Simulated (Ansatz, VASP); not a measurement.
**One calculation of Pd3Cl, two programs**

```
CELL_PARAMETERS angstrom
2.78759 0.00000 0.00000
-1.39380 2.41413 0.00000
0.00000 0.00000 20.05212
ATOMIC_POSITIONS crystal
Pd 0.66667 0.33333 0.19948
Pd 0.33333 0.66667 0.31299
Pd 0.00000 0.00000 0.42649
Cl 0.00000 0.00000 0.54138
```

Alike in both runs: functional PBE; k mesh 12 × 12 × 1; occupations gaussian, width 0.1 eV; no spin polarisation.

Ansatz relaxed the structure, and its values are those at the end. VASP's run is a single point on that final structure, the one shown.

|  | VASP | Ansatz |
| --- | --- | --- |
| version | VASP 6.6.1 | Ansatz 0.2.0 |
| potentials or method | VASP PAW PBE potentials, release 64 (Pd, Cl) | scalar-relativistic, plane waves, PAW |
| plane-wave cutoff (eV) | 520 | 420 |
| valence electrons in the cell | 37 | 61 |

|  | VASP | Ansatz | Ansatz less VASP |
| --- | --- | --- | --- |
| gap on the k mesh at the Fermi level (eV) | none | none | - |
| rms of the force components (eV/Å) | 0.033 | 0.033 | -0.0002 |

A gap of «none» marks a metal or a gap that the smearing closes. With one functional, cell and mesh, what is left measures potentials, basis and numerics. The two sets of potentials don't hold the same shells in valence.

Caveats: an odd number of electrons without spin polarisation forces a metal; a magnetic or distorted state may lie lower.
